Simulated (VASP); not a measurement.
Given:

```
CdSe
1.0
    0.00000     3.05938     3.05938
    3.05938     0.00000     3.05938
    3.05938     3.05938     0.00000
Cd Se
1 1
Direct
  0.00000   0.00000   0.00000
  0.25000   0.25000   0.25000
```

These are vdW-DF-cx, VASP's PBE PAW potentials (set 64) (plane waves; VASP) values and carry that method's errors. Numerical set-up: 520 eV cut-off, Gaussian smearing of 0.050 eV, potentials Cd Se.

Question: Give the energies of bands 7 to 11 at the high-symmetry points, in eV from the valence-band maximum.

Answer: 
| band | Γ | X | U | L | W |
|---|---|---|---|---|---|
| 7 | 0.00 | -4.03 | -3.96 | -4.32 | -3.93 |
| 8 | 0.00 | -1.81 | -2.47 | -0.73 | -2.19 |
| 9 | 0.00 | -1.81 | -1.48 | -0.73 | -2.16 |
| 10 | 0.47 | 3.08 | 3.63 | 2.28 | 4.90 |
| 11 | 5.88 | 3.67 | 5.05 | 6.37 | 5.14 |

The gap is direct, 0.47 eV, from the valence maximum at Γ to the conduction minimum at Γ.

The compound is CdSe in the zinc blende structure, whereas wurtzite is the usual form. It was relaxed first.
